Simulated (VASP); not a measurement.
NaI (rock salt) is relaxed at rising pressure, each step from the one before. Symmetry mostly holds the structure type, and other phases were not tried. The mesh follows the cell, and a change of mesh leaves a small step in the series.

```yaml
crystal:
  lattice:
    - [0.00000, 3.26097, 3.26097]
    - [3.26097, 0.00000, 3.26097]
    - [3.26097, 3.26097, 0.00000]
  atoms:
    - { symbol: Na, position: [0.00000, 0.00000, 0.00000] }
    - { symbol: I, position: [0.50000, 0.50000, 0.50000] }
```

Method: PBE GGA, VASP's PBE PAW potentials (set 64) (plane waves; VASP). Numerical set-up: 500 eV cut-off, 7×7×7 Γ-centred mesh, Gaussian smearing of 0.050 eV, potentials Na_pv I.

```json
[
 {"P (GPa)": "0", "V (Å³/atom)": "34.68", "H − H(0) (eV/atom)": "0.000", "space group": "Fm-3m", "k-mesh": "7×7×7"},
 {"P (GPa)": "5", "V (Å³/atom)": "28.38", "H − H(0) (eV/atom)": "0.969", "space group": "Fm-3m", "k-mesh": "8×8×8"},
 {"P (GPa)": "10", "V (Å³/atom)": "25.42", "H − H(0) (eV/atom)": "1.805", "space group": "Fm-3m", "k-mesh": "8×8×8"},
 {"P (GPa)": "20", "V (Å³/atom)": "(withheld)", "H − H(0) (eV/atom)": "(withheld)", "space group": "Fm-3m", "k-mesh": "8×8×8"},
 {"P (GPa)": "30", "V (Å³/atom)": "(withheld)", "H − H(0) (eV/atom)": "(withheld)", "space group": "Fm-3m", "k-mesh": "8×8×8"},
 {"P (GPa)": "45", "V (Å³/atom)": "18.23", "H − H(0) (eV/atom)": "6.382", "space group": "Fm-3m", "k-mesh": "9×9×9"}
]
```

### Question
Complete the blanks.

### Answer

- 30, V (Å³/atom): 20.17
- 30, H − H(0) (eV/atom): 4.593
- 20, V (Å³/atom): 22.13
- 20, H − H(0) (eV/atom): 3.278

Pressures at which the relaxation failed are left out.

The compound is NaI in the rock salt structure.
